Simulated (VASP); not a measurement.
Computed with PBE GGA, VASP's PBE PAW potentials (set 64) (plane waves; VASP).

A VASP calculation is set up with these files.

POSCAR:
```
TiCo
1
    3.0259830000     0.0000000000     0.0000000000
    0.0000000000     3.0685810000     0.0000000000
    0.0000000000     0.0000000000     3.0745450000
Ti Co
1 1
Direct
  0.0000000000   0.0000000000   0.0000000000
  0.5240180000   0.5000000000   0.5000000000
```

KPOINTS:
```
kpoints
0
Gamma
 11 11 11
```

### INCAR
```
SYSTEM = TiCo
PREC = Accurate; ENCUT = 400; LREAL = Auto
LASPH = .TRUE.
EDIFF = 1E-6; NELM = 100; ALGO = Normal
LMAXMIX = 4
ISMEAR = 1; SIGMA = 0.1
GGA = PE
ISIF = 2
LWAVE = .FALSE.; LCHARG = .FALSE.
```

POTCAR, in this order: Ti_sv Co (PBE.64 set). Program: vasp_std.

The resulting files:

**OUTCAR**
```
 ion  position               nearest neighbor table
   1  0.000  0.000  0.000-   2 2.61   2 2.61   2 2.61   2 2.61   2 2.69   2 2.69   2 2.69   2 2.69
  LATTYP: Found a simple orthorhombic cell.
 ALAT       =     3.0259830000
 B/A-ratio  =     1.0140774089
 C/A-ratio  =     1.0160483387
 Subroutine PRICEL returns:
 Original cell was already a primitive cell.
 Subroutine GETGRP returns: Found  4 space group operations
The static configuration has the point symmetry C_2v.
The dynamic configuration has the point symmetry C_2v.
 Subroutine INISYM returns: Found  4 space group operations
 Subroutine IBZKPT returns following result:
 Found    216 irreducible k-points:

 Following reciprocal coordinates:
            Coordinates               Weight
  0.000000  0.000000  0.000000      1.000000
  0.090909  0.000000  0.000000      2.000000
  0.181818  0.000000  0.000000      2.000000
  0.272727  0.000000  0.000000      2.000000
  0.363636  0.000000  0.000000      2.000000
  0.454545  0.000000  0.000000      2.000000
  0.000000  0.090909  0.000000      2.000000
  0.090909  0.090909  0.000000      4.000000
  0.181818  0.090909  0.000000      4.000000
  0.272727  0.090909  0.000000      4.000000
  0.363636  0.090909  0.000000      4.000000
  0.454545  0.090909  0.000000      4.000000
  0.000000  0.181818  0.000000      2.000000
  0.090909  0.181818  0.000000      4.000000
  0.181818  0.181818  0.000000      4.000000
  0.272727  0.181818  0.000000      4.000000
  0.363636  0.181818  0.000000      4.000000
  0.454545  0.181818  0.000000      4.000000
  0.000000  0.272727  0.000000      2.000000
  0.090909  0.272727  0.000000      4.000000
  0.181818  0.272727  0.000000      4.000000
  0.272727  0.272727  0.000000      4.000000
  0.363636  0.272727  0.000000      4.000000
  0.454545  0.272727  0.000000      4.000000
  0.000000  0.363636  0.000000      2.000000
  0.090909  0.363636  0.000000      4.000000
  0.181818  0.363636  0.000000      4.000000
  0.272727  0.363636  0.000000      4.000000
  0.363636  0.363636  0.000000      4.000000
  0.454545  0.363636  0.000000      4.000000
  0.000000  0.454545  0.000000      2.000000
  0.090909  0.454545  0.000000      4.000000
  0.181818  0.454545  0.000000      4.000000
  0.272727  0.454545  0.000000      4.000000
  0.363636  0.454545  0.000000      4.000000
  0.454545  0.454545  0.000000      4.000000
  0.000000  0.000000  0.090909      2.000000
  0.090909  0.000000  0.090909      4.000000
  0.181818  0.000000  0.090909      4.000000
  0.272727  0.000000  0.090909      4.000000
   k-points           NKPTS =    216   k-points in BZ     NKDIM =    216   number of bands    NBANDS=     14
   number of dos      NEDOS =    301   number of ions     NIONS =      2
   total plane-waves  NPLWV =   8000
   dimension x,y,z NGX =    20 NGY =   20 NGZ =   20
   dimension x,y,z NGXF=    40 NGYF=   40 NGZF=   40
   ions per type =               1   1
   PREC   = accura    normal or accurate (medium, high low for compatibility)
   ISTART =      0    job   : 0-new  1-cont  2-samecut
   ICHARG =      2    charge: 1-file 2-atom 10-const
   ISPIN  =      1    spin polarized calculation?
   LNONCOLLINEAR =      F non collinear calculations
   LSORBIT =      F    spin-orbit coupling
   INIWAV =      1    electr: 0-lowe 1-rand  2-diag
   ENCUT  =  400.0 eV  29.40 Ry    5.42 a.u.   4.93  5.00  5.01*2*pi/ulx,y,z
   NELM   =    100;   NELMIN=  2; NELMDL= -5     # of ELM steps
   EDIFF  = 0.1E-05   stopping-criterion for ELM
   LREAL  =      T    real-space projection
   NLSPLINE    = F    spline interpolate recip. space projectors
...
```

OSZICAR:
```
       N       E                     dE             d eps       ncg     rms          rms(c)
DAV:   1     0.134058716992E+03    0.13406E+03   -0.89538E+03  6056   0.154E+03
DAV:   2    -0.999748624126E+01   -0.14406E+03   -0.14163E+03  6186   0.375E+02
DAV:   3    -0.177950996419E+02   -0.77976E+01   -0.77423E+01  9378   0.975E+01
DAV:   4    -0.180260289667E+02   -0.23093E+00   -0.23035E+00  7402   0.141E+01
DAV:   5    -0.180347240172E+02   -0.86951E-02   -0.86940E-02  8956   0.248E+00    0.120E+01
DAV:   6    -0.157070994785E+02    0.23276E+01   -0.13075E+01  8422   0.532E+01    0.469E+00
DAV:   7    -0.194055661182E+02   -0.36985E+01   -0.31645E+01 10756   0.472E+01    0.280E+01
DAV:   8    -0.155040807054E+02    0.39015E+01   -0.22521E+01  9622   0.416E+01    0.182E+00
DAV:   9    -0.155393745594E+02   -0.35294E-01   -0.27589E-01  7290   0.460E+00    0.185E+00
DAV:  10    -0.155270682795E+02    0.12306E-01   -0.67650E-02  9368   0.319E+00    0.641E-01
DAV:  11    -0.155236864604E+02    0.33818E-02   -0.10123E-02  8262   0.105E+00    0.349E-01
DAV:  12    -0.155228607897E+02    0.82567E-03   -0.30649E-03  9164   0.451E-01    0.807E-02
DAV:  13    -0.155228116389E+02    0.49151E-04   -0.13972E-04  8342   0.984E-02    0.406E-02
DAV:  14    -0.155228011339E+02    0.10505E-04   -0.12411E-04  8992   0.102E-01    0.133E-02
DAV:  15    -0.155228004281E+02    0.70587E-06   -0.64124E-06  7654   0.311E-02
   1 F= -.15522800E+02 E0= -.15522881E+02  d E =0.241018E-03
```

### OUTCAR
```
------------------------ aborting loop because EDIFF is reached ----------------------------------------
  FORCE on cell =-STRESS in cart. coord.  units (eV):
  Direction    XX          YY          ZZ          XY          YZ          ZX
  --------------------------------------------------------------------------------------
  Total       -2.3535510     -2.3390958     -2.3587972      0.0000000      0.0000000      0.0000000
  in kB     -132.0837143   -131.2724695   -132.3781355      0.0000000      0.0000000      0.0000000
  external PRESSURE =    -131.9114398 kB  Pullay stress =       0.0000000 kB
  volume of cell :       28.55
      direct lattice vectors                 reciprocal lattice vectors
     3.025983000  0.000000000  0.000000000     0.330471123  0.000000000  0.000000000
     0.000000000  3.068581000  0.000000000     0.000000000  0.325883527  0.000000000
     0.000000000  0.000000000  3.074545000     0.000000000  0.000000000  0.325251379
 POSITION                                       TOTAL-FORCE (eV/Angst)
 -----------------------------------------------------------------------------------
      0.00000      0.00000      0.00000         0.205611      0.000000      0.000000
      1.58567      1.53429      1.53727        -0.205611      0.000000      0.000000
 -----------------------------------------------------------------------------------
    total drift:                               -0.001179     -0.000000     -0.000002
  FREE ENERGIE OF THE ION-ELECTRON SYSTEM (eV)
  ---------------------------------------------------
  free  energy   TOTEN  =       -15.5228004281 eV

  energy  without entropy=      -15.5230414459  energy(sigma->0) =      -15.52288077
```
(Selected blocks of OUTCAR.)

### OUTCAR
```
 val. band max:        8.9934116732   @ k =   0.0909   0.0909   0.3636

 cond. band min:       8.9986852654   @ k =   0.4545   0.0909   0.1818


 Fermi energy:         8.9960915056

 k-point     1 :       0.0000    0.0000    0.0000
  band No.  band energies     occupation
      1     -48.3069      2.00000
      2     -24.4290      2.00000
      3     -24.4275      2.00000
      4     -24.4183      2.00000
      5       1.6820      2.00000
      6       5.6312      2.00000
      7       5.6698      2.00000
      8       7.6710      2.00000
      9       7.7368      2.00000
     10       7.7443      2.00000
     11       9.6584     -0.00000
     12       9.7961     -0.00000
     13      11.4677      0.00000
     14      11.4687      0.00000

 k-point     2 :       0.0909    0.0000    0.0000
  band No.  band energies     occupation
      1     -48.3050      2.00000
      2     -24.4387      2.00000
      3     -24.4274      2.00000
      4     -24.4259      2.00000
      5       1.8383      2.00000
      6       5.7000      2.00000
      7       5.7357      2.00000
      8       7.6993      2.00000
      9       7.7229      2.00000
     10       7.7303      2.00000
     11       9.6936     -0.00000
     12       9.7235     -0.00000
     13      11.2608      0.00000
     14      11.2642      0.00000

 k-point     3 :       0.1818    0.0000    0.0000
  band No.  band energies     occupation
      1     -48.2998      2.00000
      2     -24.4932      2.00000
      3     -24.4232      2.00000
      4     -24.4217      2.00000
      5       2.2949      2.00000
      6       5.9001      2.00000
      7       5.9026      2.00000
      8       7.6880      2.00000
      9       7.6952      2.00000
     10       7.7777      2.00000
     11       9.5094     -0.00000
     12       9.7708     -0.00000
     13      10.7803     -0.00000
     14      10.7880     -0.00000

 k-point     4 :       0.2727    0.0000    0.0000
  band No.  band energies     occupation
...
```

The compound is TiCo in the CsCl type structure. The cell was not relaxed at this level, atoms are displaced from their ideal sites. The run is one of a series of settings (LREAL = Auto against the base run), some of them coarse on purpose. The run is not spin-polarised, so no magnetic state was tried. The electron count is odd and the run is not spin-polarised, which forces a metal.
